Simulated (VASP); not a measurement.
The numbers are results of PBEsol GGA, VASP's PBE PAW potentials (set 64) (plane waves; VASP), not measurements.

VASP input:

INCAR:
```
SYSTEM = Sr(SiAg)2
PREC = Accurate
ENCUT = 300
EDIFF = 1E-6
NELM = 100
ALGO = Normal
LREAL = .FALSE.
LASPH = .TRUE.
ISMEAR = -1
SIGMA = 0.05
GGA = PS
LMAXMIX = 4
LWAVE = .FALSE.
LCHARG = .FALSE.
ISIF = 2
```

### KPOINTS
```
Automatic
0
G
  2 2 2
0 0 0
```

### POSCAR
```
Sr(SiAg)2
1
   -2.1917550000     2.1917550000     5.2562550000
    2.1917550000    -2.1917550000     5.2562550000
    2.1917550000     2.1917550000    -5.2562550000
Sr Si Ag
1 2 2
Direct
 -0.0071960000   0.0007950000  -0.0009950000
  0.6240940000   0.6184480000   0.0153130000
  0.3987250000   0.3930250000   0.0109280000
  0.7350960000   0.2420390000   0.4854450000
  0.2492800000   0.7456940000   0.4893090000
```

POTCAR, in this order: Sr_sv Si Ag (PBE.64 set). Program: vasp_std.

Output

**OSZICAR**
```
       N       E                     dE             d eps       ncg     rms          rms(c)
DAV:   1     0.148606607517E+03    0.14861E+03   -0.14108E+04   384   0.101E+03
DAV:   2    -0.176923447345E+02   -0.16630E+03   -0.16401E+03   424   0.243E+02
DAV:   3    -0.239888111834E+02   -0.62965E+01   -0.62429E+01   552   0.428E+01
DAV:   4    -0.241295200325E+02   -0.14071E+00   -0.14063E+00   512   0.575E+00
DAV:   5    -0.241313685654E+02   -0.18485E-02   -0.18484E-02   544   0.645E-01    0.247E+01
DAV:   6    -0.215163156829E+02    0.26151E+01   -0.23995E+01   464   0.414E+01    0.135E+01
DAV:   7    -0.212387852768E+02    0.27753E+00   -0.26014E+00   456   0.137E+01    0.629E+00
DAV:   8    -0.212225194204E+02    0.16266E-01   -0.18489E-01   488   0.274E+00    0.203E+00
DAV:   9    -0.212095624008E+02    0.12957E-01   -0.55102E-02   440   0.205E+00    0.331E-01
DAV:  10    -0.212097149622E+02   -0.15256E-03   -0.33751E-03   488   0.337E-01    0.132E-01
DAV:  11    -0.212097475878E+02   -0.32626E-04   -0.15575E-04   576   0.784E-02    0.550E-02
DAV:  12    -0.212097505496E+02   -0.29618E-05   -0.20167E-05   440   0.231E-02    0.133E-02
DAV:  13    -0.212097510690E+02   -0.51938E-06   -0.20152E-06   400   0.913E-03
   1 F= -.21209751E+02 E0= -.21186362E+02  d E =-.467779E-01
```

File OUTCAR:
```
------------------------ aborting loop because EDIFF is reached ----------------------------------------
  FORCE on cell =-STRESS in cart. coord.  units (eV):
  Direction    XX          YY          ZZ          XY          YZ          ZX
  --------------------------------------------------------------------------------------
  Total       -3.0750130     -2.2703119     -1.2638490     -0.0626602      0.0440196     -0.0017986
  in kB      -48.7794734    -36.0143583    -20.0486589     -0.9939898      0.6982908     -0.0285316
  external PRESSURE =     -34.9474969 kB  Pullay stress =       0.0000000 kB
  volume of cell :      101.00
      direct lattice vectors                 reciprocal lattice vectors
    -2.191755000  2.191755000  5.256255000     0.000000000  0.228127688  0.095124761
     2.191755000 -2.191755000  5.256255000     0.228127688  0.000000000  0.095124761
     2.191755000  2.191755000 -5.256255000     0.228127688  0.228127688  0.000000000
 POSITION                                       TOTAL-FORCE (eV/Angst)
 -----------------------------------------------------------------------------------
      0.01533      4.36381     -0.02842        -0.111177     -0.200616      0.067130
      0.02119      0.04594      6.45063        -0.079075      0.035655     -0.728761
      0.01146      0.03644      4.10420        -0.048645      0.027623      0.545229
     -0.01668      2.14464      2.58445         0.108096      0.113133      0.054451
      2.16046     -0.01557      2.65790         0.130801      0.024206      0.061951
 -----------------------------------------------------------------------------------
    total drift:                               -0.000011     -0.000102     -0.000358
  FREE ENERGIE OF THE ION-ELECTRON SYSTEM (eV)
  ---------------------------------------------------
  free  energy   TOTEN  =       -21.2097510690 eV

  energy  without entropy=      -21.1629731201  energy(sigma->0) =      -21.18636209
```
(Selected blocks of OUTCAR.)

OUTCAR:
```
 val. band max:        6.7532399824   @ k =   0.5000  -0.0000   0.5000

 cond. band min:       6.8374113608   @ k =   0.5000  -0.0000   0.0000


 Fermi energy:         6.8362103279

 k-point     1 :       0.0000    0.0000    0.0000
  band No.  band energies     occupation
      1     -28.4124      2.00000
      2     -10.5773      2.00000
      3     -10.4719      2.00000
      4     -10.4692      2.00000
      5      -3.6650      2.00000
      6      -1.2402      2.00000
      7       0.0109      2.00000
      8       0.3251      2.00000
      9       0.5147      2.00000
     10       0.5524      2.00000
     11       1.4109      2.00000
     12       1.4367      2.00000
     13       1.6140      2.00000
     14       1.8322      2.00000
     15       2.4237      2.00000
     16       2.4499      2.00000
     17       2.7044      2.00000
     18       5.3188      2.00000
     19       5.3341      2.00000
     20       6.7358      1.76337
     21       6.8825      0.56785
     22       7.1151      0.00753
     23       9.0881      0.00000
     24       9.5746      0.00000

 k-point     2 :       0.5000   -0.0000    0.0000
  band No.  band energies     occupation
      1     -28.4079      2.00000
      2     -10.6169      2.00000
      3     -10.5687      2.00000
      4     -10.4531      2.00000
      5      -2.6367      2.00000
      6      -1.3411      2.00000
      7       0.7726      2.00000
      8       0.8094      2.00000
      9       0.9081      2.00000
     10       0.9333      2.00000
     11       1.0506      2.00000
     12       1.1424      2.00000
     13       1.1605      2.00000
     14       1.2642      2.00000
     15       1.3459      2.00000
     16       1.4461      2.00000
     17       2.5774      2.00000
     18       3.5682      2.00000
     19       5.5534      2.00000
     20       6.8374      0.98799
     21       7.8018      0.00000
     22       7.9900      0.00000
     23       9.2880      0.00000
     24       9.4751      0.00000
...
```

At this cut-off the stress carries a Pulay error, which pulls relaxed volumes low.

The structure comes from a computed database's Ag2SrSi2 entry; how it stands against other phases isn't given here. The cell was not relaxed at this level, atoms are displaced from their ideal sites. The k-mesh is coarse (spacing up to 1.01 per Å, 2π included), so the numbers may not be converged in it. The run is one of a series of settings (KPOINTS 2×2×2 Γ-centred mesh against the base run), some of them coarse on purpose.
